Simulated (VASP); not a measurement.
Level of theory: G0W0 on PBE orbitals, VASP's PBE PAW potentials (set 64) (plane waves; VASP).

A VASP calculation is set up with these files.

KPOINTS:
```
Regular mesh
0
Gamma
  6 6 6
0 0 0
```

POSCAR:
```
AlN
1.0
  0.0000000000   2.1839950000   2.1839950000
  2.1839950000   0.0000000000   2.1839950000
  2.1839950000   2.1839950000   0.0000000000
Al N
1 1
Cartesian
  0.0000000000   0.0000000000   0.0000000000
  3.2759925000   3.2759925000   3.2759925000
```

### INCAR
```
SYSTEM  =  AlN
PREC  =  Normal; ENCUT  =  500; LREAL  =  F
LASPH  =  T; NBANDS  =  96
ALGO  =  EVGW0
ISMEAR  =  0; SIGMA  =  0.01
GGA  =  PE
LWAVE  =  T; LCHARG  =  F
ENCUTGW  =  170; NELMGW  =  1; NOMEGA  =  64
NBANDSGW  =  14; LSPECTRALGW  =  T
```

POTCAR, in this order: Al_GW N_GW_new (PBE.64 set). Program: vasp_std. Read from the step before: W*.

Output of the run:

File OSZICAR:
```
energies w=
    0.000    0.000    0.547    0.000    1.094    0.000    1.637    0.000
    2.177    0.000    2.713    0.000    3.243    0.000    3.767    0.000
    4.284    0.000    4.795    0.000    5.298    0.000    5.795    0.000
    6.284    0.000    6.767    0.000    7.244    0.000    7.716    0.000
    8.182    0.000    8.644    0.000    9.103    0.000    9.559    0.000
   10.014    0.000   10.468    0.000   10.922    0.000   11.377    0.000
   11.835    0.000   12.297    0.000   12.763    0.000   13.236    0.000
   13.716    0.000   14.206    0.000   14.706    0.000   15.220    0.000
   15.748    0.000   16.293    0.000   16.858    0.000   17.446    0.000
   18.059    0.000   18.701    0.000   19.376    0.000   20.089    0.000
   20.846    0.000   21.653    0.000   22.517    0.000   23.446    0.000
   24.452    0.000   25.547    0.000   26.746    0.000   28.067    0.000
   29.533    0.000   31.174    0.000   33.024    0.000   35.130    0.000
   37.552    0.000   40.371    0.000   43.695    0.000   47.674    0.000
   52.526    0.000   58.570    0.000   66.303    0.000   76.542    0.000
   90.718    0.000  111.610    0.000  145.396    0.000  209.170    0.000
NQ=   1    0.0000    0.0000    0.0000,
 performed        201000 updates of chi_q(r,r)
NQ=   2    0.1667    0.0000    0.0000,
 performed        585000 updates of chi_q(r,r)
NQ=   3    0.3333    0.0000    0.0000,
 performed        969000 updates of chi_q(r,r)
NQ=   4    0.5000    0.0000    0.0000,
 performed       1289000 updates of chi_q(r,r)
NQ=   5    0.1667    0.1667    0.0000,
 performed       1673000 updates of chi_q(r,r)
NQ=   6    0.3333    0.1667    0.0000,
 performed       2288000 updates of chi_q(r,r)
NQ=   7    0.5000    0.1667    0.0000,
 performed       2903000 updates of chi_q(r,r)
NQ=   8   -0.3333    0.1667    0.0000,
 performed       3518000 updates of chi_q(r,r)
NQ=   9   -0.1667    0.1667    0.0000,
 performed       4047000 updates of chi_q(r,r)
NQ=  10    0.3333    0.3333    0.0000,
 performed       4431000 updates of chi_q(r,r)
NQ=  11    0.5000    0.3333    0.0000,
 performed       5046000 updates of chi_q(r,r)
NQ=  12   -0.3333    0.3333    0.0000,
 performed       5575000 updates of chi_q(r,r)
NQ=  13    0.5000    0.5000    0.0000,
 performed       5857000 updates of chi_q(r,r)
NQ=  14    0.5000    0.3333    0.1667,
 performed       6553000 updates of chi_q(r,r)
NQ=  15   -0.3333    0.3333    0.1667,
 performed       7206000 updates of chi_q(r,r)
NQ=  16   -0.3333    0.5000    0.1667,
 performed       7738000 updates of chi_q(r,r)
 resolving degeneracies of screened two electron integrals
```

File OUTCAR:
```


 k-point   1 :       0.0000    0.0000    0.0000
  band No.  KS-energies  QP-energies   sigma(KS)   V_xc(KS)     V^pw_x(r,r')   Z            occupation Imag(sigma)

      1      -9.3341     -10.8307     -16.8442     -14.7917     -24.7653       0.7292       2.0000       1.2526
      2       5.6542       4.6970     -17.9878     -16.7516     -20.7827       0.7743       2.0000       0.0641
      3       5.6542       4.6970     -17.9878     -16.7516     -20.7827       0.7743       2.0000       0.0641
      4       5.6542       4.6970     -17.9878     -16.7516     -20.7827       0.7743       2.0000       0.0641
      5       9.8452      10.5447     -11.6418     -12.5064      -7.8635       0.8091       0.0000      -0.0507
      6      18.1965      19.1372      -9.1049     -10.2783      -4.0600       0.8017       0.0000      -0.0994
      7      18.1965      19.1372      -9.1049     -10.2783      -4.0600       0.8017       0.0000      -0.0994
      8      18.1965      19.1372      -9.1049     -10.2783      -4.0600       0.8017       0.0000      -0.0994
      9      23.3259      24.2695      -9.2613     -10.4551      -3.7129       0.7904       0.0000      -0.2536
     10      23.3259      24.2695      -9.2613     -10.4551      -3.7129       0.7904       0.0000      -0.2536
     11      24.7297      25.1993      -9.0427      -9.6482      -2.5951       0.7754       0.0000      -0.6569
     12      24.7297      25.1993      -9.0427      -9.6482      -2.5951       0.7754       0.0000      -0.6569
     13      24.7297      25.1993      -9.0427      -9.6482      -2.5951       0.7754       0.0000      -0.6569
     14      26.8014      27.1431      -7.8360      -8.2739      -1.7618       0.7802       0.0000      -0.5120

 k-point   2 :       0.1667    0.0000    0.0000
  band No.  KS-energies  QP-energies   sigma(KS)   V_xc(KS)     V^pw_x(r,r')   Z            occupation Imag(sigma)

      1      -8.9366     -10.4007     -17.0117     -14.9995     -24.8735       0.7276       2.0000       1.1949
      2       3.8000       2.7070     -16.5684     -15.1418     -19.5787       0.7661       2.0000       0.0791
      3       5.5216       4.5474     -17.9052     -16.6460     -20.7317       0.7737       2.0000       0.0650
      4       5.5216       4.5474     -17.9052     -16.6460     -20.7317       0.7737       2.0000       0.0650
      5      11.2668      12.0461     -12.2821     -13.2579      -8.3279       0.7987       0.0000      -0.0560
      6      17.2888      18.2144      -9.7590     -10.9233      -4.7217       0.7949       0.0000      -0.1031
      7      18.3635      19.2859      -9.1777     -10.3334      -4.0240       0.7982       0.0000      -0.1203
      8      18.3635      19.2859      -9.1777     -10.3334      -4.0240       0.7982       0.0000      -0.1203
      9      21.5267      22.3130      -8.9285      -9.9211      -3.4745       0.7921       0.0000      -0.2298
     10      21.5267      22.3130      -8.9285      -9.9211      -3.4745       0.7921       0.0000      -0.2298
     11      23.3024      23.7240      -8.4525      -8.9842      -2.3518       0.7929       0.0000      -0.5511
     12      28.2606      29.0380      -9.5880     -10.5618      -2.8913       0.7984       0.0000      -0.9187
     13      28.2606      29.0380      -9.5880     -10.5618      -2.8913       0.7984       0.0000      -0.9187
     14      29.5640      30.1955      -8.6767      -9.4665      -2.1939       0.7995       0.0000      -0.7927

 k-point   3 :       0.3333    0.0000    0.0000
  band No.  KS-energies  QP-energies   sigma(KS)   V_xc(KS)     V^pw_x(r,r')   Z            occupation Imag(sigma)

      1      -7.9501      -9.3515     -17.6110     -15.6623     -25.3126       0.7191       2.0000       1.0531
      2       1.1009      -0.1524     -15.2278     -13.5233     -18.9737       0.7353       2.0000       0.1346
      3       5.2822       4.2791     -17.7831     -16.4842     -20.6709       0.7723       2.0000       0.0669
      4       5.2822       4.2791     -17.7831     -16.4842     -20.6709       0.7723       2.0000       0.0669
      5      12.6573      13.4778     -11.1435     -12.1669      -6.7858       0.8017       0.0000      -0.0648
      6      16.0484      16.9459     -11.2355     -12.4030      -6.0248       0.7688       0.0000      -0.1162
      7      17.3722      18.1802      -8.9060      -9.9145      -3.9111       0.8012       0.0000      -0.1131
      8      17.3722      18.1802      -8.9060      -9.9145      -3.9111       0.8012       0.0000      -0.1131
      9      22.9829      23.5350      -8.8945      -9.5927      -2.8421       0.7907       0.0000      -0.4526
     10      23.1619      24.0053      -9.4082     -10.4927      -3.4934       0.7776       0.0000      -0.3093
     11      23.1619      24.0053      -9.4082     -10.4927      -3.4934       0.7776       0.0000      -0.3093
     12      30.9998      32.0614     -10.3626     -11.7088      -3.2728       0.7886       0.0000      -1.0820
     13      30.9998      32.0614     -10.3626     -11.7088      -3.2728       0.7886       0.0000      -1.0820
     14      32.0746      33.1989     -10.2210     -11.6302      -3.2422       0.7978       0.0000      -1.0906

 k-point   4 :       0.5000    0.0000    0.0000
  band No.  KS-energies  QP-energies   sigma(KS)   V_xc(KS)     V^pw_x(r,r')   Z            occupation Imag(sigma)

      1      -7.2849      -8.6756     -18.2063     -16.3035     -25.8362       0.7309       2.0000       0.9787
      2      -0.2073      -1.4987     -14.3743     -12.5811     -18.4618       0.7202       2.0000       0.2003
      3       5.1733       4.1587     -17.7382     -16.4226     -20.6536       0.7712       2.0000       0.0677
      4       5.1733       4.1587     -17.7382     -16.4226     -20.6536       0.7712       2.0000       0.0677
      5      13.0250      13.8248     -10.1364     -11.1188      -5.7740       0.8140       0.0000      -0.0616
      6      15.5158      16.3912     -11.9863     -13.1479      -6.6171       0.7536       0.0000      -0.1243
      7      16.7872      17.5680      -8.8033      -9.7729      -3.9196       0.8053       0.0000      -0.1000
      8      16.7872      17.5680      -8.8033      -9.7729      -3.9196       0.8053       0.0000      -0.1000
      9      23.6325      24.2798      -9.6144     -10.4446      -3.2884       0.7798       0.0000      -0.4612
     10      25.7304      26.5324      -9.8323     -10.8814      -3.0548       0.7645       0.0000      -0.5667
     11      25.7304      26.5324      -9.8323     -10.8814      -3.0548       0.7645       0.0000      -0.5667
     12      29.1606      30.2893     -10.0796     -11.4850      -3.8622       0.8032       0.0000      -0.7052
     13      29.1606      30.2893     -10.0796     -11.4850      -3.8622       0.8032       0.0000      -0.7052
     14      31.1585      32.3685     -10.4934     -11.9976      -3.7974       0.8044       0.0000      -1.0229

 k-point   5 :       0.1667    0.1667    0.0000
  band No.  KS-energies  QP-energies   sigma(KS)   V_xc(KS)     V^pw_x(r,r')   Z            occupation Imag(sigma)

      1      -8.8055     -10.2578     -17.0679     -15.0689     -24.9100       0.7265       2.0000       1.1737
      2       3.9273       2.8659     -16.7155     -15.3330     -19.6802       0.7678       2.0000       0.0769
      3       5.1354       4.1124     -17.5744     -16.2489     -20.4647       0.7718       2.0000       0.0678
      4       5.1354       4.1124     -17.5744     -16.2489     -20.4647       0.7718       2.0000       0.0678
      5      11.5448      12.3290     -12.3946     -13.3798      -8.4073       0.7960       0.0000      -0.0579
      6      16.8017      17.7205      -9.1078     -10.2459      -4.2474       0.8073       0.0000      -0.0834
      7      18.2632      18.9145      -8.7447      -9.5538      -3.6216       0.8051       0.0000      -0.1586
      8      18.9261      19.8933      -9.7338     -10.9602      -4.3832       0.7887       0.0000      -0.1417
      9      18.9261      19.8933      -9.7338     -10.9602      -4.3832       0.7887       0.0000      -0.1417
     10      24.1633      25.1029      -9.2620     -10.4442      -3.5746       0.7948       0.0000      -0.3115
     11      26.4242      26.9636      -9.0143      -9.6970      -2.5195       0.7899       0.0000      -0.7893
     12      26.4242      26.9636      -9.0143      -9.6970      -2.5195       0.7899       0.0000      -0.7893
     13      27.5432      28.2091      -8.8164      -9.6584      -2.5451       0.7909       0.0000      -0.7453
     14      30.1845      30.9794      -9.1010     -10.0974      -2.4424       0.7978       0.0000      -0.8727

 k-point   6 :       0.3333    0.1667    0.0000
  band No.  KS-energies  QP-energies   sigma(KS)   V_xc(KS)     V^pw_x(r,r')   Z            occupation Imag(sigma)

      1      -8.0098      -9.4088     -17.5330     -15.5851     -25.2417       0.7182       2.0000       1.0557
      2       1.9783       0.7666     -15.7554     -14.1356     -19.2584       0.7481       2.0000       0.1096
      3       4.7096       3.6513     -17.2548     -15.8807     -20.2031       0.7702       2.0000       0.0711
      4       4.7903       3.7276     -17.3642     -15.9842     -20.3286       0.7701       2.0000       0.0707
      5      12.2686      13.0194     -11.1510     -12.0927      -6.8499       0.7974       0.0000      -0.0662
      6      15.9438      16.8120     -10.0195     -11.1071      -5.1857       0.7984       0.0000      -0.0879
      7      16.8863      17.7667      -9.8348     -10.9377      -4.8706       0.7982       0.0000      -0.0989
      8      18.8379      19.7527      -9.7364     -10.8983      -4.3387       0.7873       0.0000      -0.1632
      9      20.4697      21.3594      -9.8516     -10.9980      -4.0609       0.7760       0.0000      -0.2362
     10      24.9286      25.7965      -9.4172     -10.5233      -3.3366       0.7846       0.0000      -0.4182
     11      25.8439      26.4870      -8.7597      -9.5634      -2.5980       0.8002       0.0000      -0.6563
     12      29.7443      30.6850      -9.6124     -10.7642      -2.9133       0.8167       0.0000      -1.0048
     13      30.9475      31.9636     -10.2797     -11.5659      -3.1666       0.7899       0.0000      -1.1137
     14      32.6739      33.6802      -9.7438     -10.9986      -2.8728       0.8020       0.0000      -1.1217

...
```
(Selected blocks of OUTCAR.)

The mesh is coarse and the basis finite, so the quasiparticle values are not converged.

The structure comes from a computed database's AlN entry (F-43m); how it stands against other phases isn't given here. The cell was not relaxed at this level.
